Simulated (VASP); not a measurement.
Given:

```yaml
crystal:
  lattice:
    - [0.00000, 2.37104, 2.33600]
    - [2.33600, 0.00000, 2.33600]
    - [2.33600, 2.37104, 0.00000]
  atoms:
    - { symbol: Zr, position: [0.00000, 0.00000, 0.00000] }
    - { symbol: C, position: [0.50000, 0.50000, 0.50000] }
```

Calculation: PBEsol GGA, VASP's PBE PAW potentials (set 64) (plane waves; VASP 6.6.1). Settings: 600 eV cut-off, 12×12×12 Γ-centred mesh, first-order Methfessel-Paxton smearing of 0.10 eV, potentials Zr_sv C.

Question: Give the stress tensor in GPa (positive for a compressed cell).

Answer: 
```
-1.67   0.00   0.00
 0.00  -6.89   0.00
 0.00   0.00  -1.67
```
The pressure is its mean diagonal, -3.41 GPa.

The compound is ZrC in the rock salt structure. This cell was strained or had an atom moved on purpose.
